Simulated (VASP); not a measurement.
A VASP calculation is set up with these files.

### KPOINTS
```
Automatic
0
Gamma
 8 8 8
```

**INCAR**
```
ISIF = 3   # ions, shape and volume
ISMEAR = 1
LREAL = .FALSE.   # projection in real space or not
ALGO = Normal   # blocked Davidson
LASPH = .TRUE.   # aspherical one-centre terms
PREC = Accurate
IBRION = 2
LMAXMIX = 6   # l cut-off of mixed one-centre charges
NSW = 40   # most ionic steps
GGA = PE
EDIFF = 1E-7   # SCF stop (eV)
SIGMA = 0.1   # width (eV)
PSTRESS = 200
EDIFFG = -0.01   # ionic stop
NELM = 100
ENCUT = 480   # plane-wave cut-off (eV)
LCHARG = .FALSE.
SYSTEM = Pt3Ti
LWAVE = .FALSE.
```

### POSCAR
```
Pt3Ti
1
    3.8538994578     0.0000000000    -0.0000000000
    0.0000000000     3.8538994578    -0.0000000000
    0.0000000000     0.0000000000     3.8538994578
Ti Pt
1 3
Direct
  0.0000000000   0.0000000000   0.0000000000
  0.0000000000   0.5000000000   0.5000000000
  0.5000000000   0.0000000000   0.5000000000
  0.5000000000   0.5000000000   0.0000000000
```

POTCAR, in this order: Ti_sv Pt (PBE.64 set). Program: vasp_std.

Q: Write an equivalent input for Quantum ESPRESSO's pw.x.

A: One equivalent input (not run):
```
&CONTROL
  calculation = 'vc-relax'
  pseudo_dir = './pseudo'
  outdir = './out'
  tprnfor = .true.
  tstress = .true.
  nstep = 40
  forc_conv_thr = 0.00039
/
&SYSTEM
  ibrav = 0
  nat = 4
  ntyp = 2
  ecutwfc = 84
  occupations = 'smearing'
  smearing = 'methfessel-paxton'
  degauss = 0.00735
  input_dft = 'pbe'
/
&ELECTRONS
  conv_thr = 7.3e-09
  electron_maxstep = 100
/
&IONS
/
&CELL
  press = 200
/
ATOMIC_SPECIES
  Ti 47.867 Ti.upf
  Pt 195.084 Pt.upf
CELL_PARAMETERS angstrom
     3.8538995    0.0000000   -0.0000000
     0.0000000    3.8538995   -0.0000000
     0.0000000    0.0000000    3.8538995
ATOMIC_POSITIONS crystal
  Ti   0.0000000  0.0000000  0.0000000
  Pt   0.0000000  0.5000000  0.5000000
  Pt   0.5000000  0.0000000  0.5000000
  Pt   0.5000000  0.5000000  0.0000000
K_POINTS automatic
  8 8 8 0 0 0
```
Limits of the translation: the potentials are each code's own (VASP's PAW set, PseudoDojo norm-conserving files in pw.x), so ENCUT and ecutwfc are chosen apart and not converted; conv_thr bounds pw.x's estimated SCF error, while EDIFF bounds the energy change between steps; forc_conv_thr acts on force components and is met together with etot_conv_thr.

The compound is Pt3Ti in the L1_2 structure. It was relaxed first under an external pressure of 20 GPa.
